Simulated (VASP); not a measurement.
Data:

```xyz
2
Lattice="0.0000 3.1683 3.1683 3.1683 0.0000 3.1683 3.1683 3.1683 0.0000" Properties=species:S:1:pos:R:3 pbc="T T T"
Ga     0.0000     0.0000     0.0000
Bi     1.5842     1.5842     1.5842
```

Level of theory: PBEsol GGA, VASP's PBE PAW potentials (set 64) (plane waves; VASP 6.6.1). Run with 500 eV cut-off, 10×10×10 Γ-centred mesh, first-order Methfessel-Paxton smearing of 0.10 eV, potentials Ga_d Bi_d.

Unless said otherwise, spin-orbit coupling is left out, though it shifts the bands of the heavy elements here.

**Question.** Estimate the energy per atom (σ→0), band gap (on the k-mesh) with the smallest direct gap where there is one.

**Answer.** 
The band gap (on the k-mesh) comes out as none (metal, semimetal or under 0.01 eV) and the energy per atom (σ→0) comes out as -3.774 eV/atom.

Total energies compare only between runs with the same potentials, cut-off and functional.

The structure was generated: GaBi was put into the zinc blende type (F-43m), which need not be its known phase. It was relaxed first.
